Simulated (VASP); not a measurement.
**Sn3P2: relaxation of cell and atoms with PBE**

The system is Sn3P2.

```
Sn P
1.0
     6.42930    0.00000    0.00000
     0.00000    6.42930    0.00000
     0.00000    0.00000    6.42930
Sn P
6 4
Cartesian
  0.0000 3.2146 3.2146
  0.0000 3.2146 0.0000
  3.2146 0.0000 3.2146
  0.0000 0.0000 3.2146
  3.2146 0.0000 0.0000
  3.2146 3.2146 0.0000
  1.6073 1.6073 1.6073
  1.6073 4.8220 4.8220
  4.8220 4.8220 1.6073
  4.8220 1.6073 4.8220
```

The cell was built by a generator and needn't be a form met in nature.

```
Program                : VASP 6.6.1
Task                   : relaxation of cell and atoms
Functional             : PBE
Potentials or basis    : VASP PAW PBE potentials, release 64 (Sn_d, P)
Cutoff                 : 520 eV
k mesh                 : 2 × 2 × 2
Occupations            : gaussian, width 0.15 eV
Spin                   : no spin polarisation
Further INCAR settings : PREC = Normal; LREAL = Auto; ALGO = Fast; EDIFF = 0.0001; IBRION = 2; EDIFFG = -0.08; NSW = 24; ISIF = 3
```

| Quantity | Value |
| --- | --- |
| Relaxed volume | 29.08 Å³/atom |
| Relaxed cell | a = 6.625 Å, b = 6.625 Å, c = 6.625 Å, α = 90.00°, β = 90.00°, γ = 90.00° |
| Space group after relaxing (to 0.05 Å) | Pn-3m (No. 224) |
| Energy gained by relaxing | 34.7 meV/atom |
| Ionic steps | 3 |
| Pressure after relaxing | 0.1 GPa |
| Band gap on the k mesh | 0.50 eV, indirect (least direct gap 0.77 eV) |

Step by step:
```tsv
step	energy change (eV)	largest force (eV/Å)	pressure (GPa)	volume (Å³)
1	0.0000	0.0000	5.02	265.76
2	-0.3133	0.0000	-0.73	299.08
3	-0.3472	0.0000	0.08	290.84
```

Final structure:
```
Sn P
1.0
     6.62550    0.00000    0.00000
     0.00000    6.62550    0.00000
     0.00000    0.00000    6.62550
Sn P
6 4
Direct
  0.00000 0.50000 0.50000
  0.00000 0.50000 0.00000
  0.50000 0.00000 0.50000
  0.00000 0.00000 0.50000
  0.50000 0.00000 0.00000
  0.50000 0.50000 0.00000
  0.25000 0.25000 0.25000
  0.25000 0.75000 0.75000
  0.75000 0.75000 0.25000
  0.75000 0.25000 0.75000
```

Levels at points of the mesh, in eV from the valence-band top:
| k point | band 48 | band 49 | band 50 | band 51 | band 52 | band 53 | band 54 | band 55 | band 56 | band 57 |
| --- | --- | --- | --- | --- | --- | --- | --- | --- | --- | --- |
| (0.00, 0.00, 0.00) | -1.38 | -1.38 | -1.25 | -1.25 | -1.25 | 0.50 | 0.80 | 0.80 | 0.80 | 2.60 |
| (0.50, 0.00, 0.00) | -1.58 | -0.80 | -0.80 | -0.56 | -0.56 | 0.67 | 0.67 | 1.49 | 1.49 | 1.71 |
| (0.50, 0.50, 0.00) | -2.11 | -1.13 | -1.13 | 0.00 | 0.00 | 1.21 | 1.21 | 1.27 | 1.27 | 1.75 |
| (0.50, 0.50, 0.50) | -1.53 | -1.53 | -0.09 | -0.09 | -0.09 | 0.67 | 0.67 | 1.38 | 1.38 | 1.38 |

It took 38 s on 1 thread of Intel(R) Xeon(R) 6975P-C (Granite Rapids) (shared host), peak memory 0.24 GiB.

Caveat: the k mesh is coarse (spacing up to 0.49 Å⁻¹), so the values aren't converged; spin-orbit coupling is left out, which moves the levels of the heavy elements; the relaxation stopped at a loose force limit of 0.08 eV/Å, so its end isn't a converged minimum. A k mesh can miss the band edges.
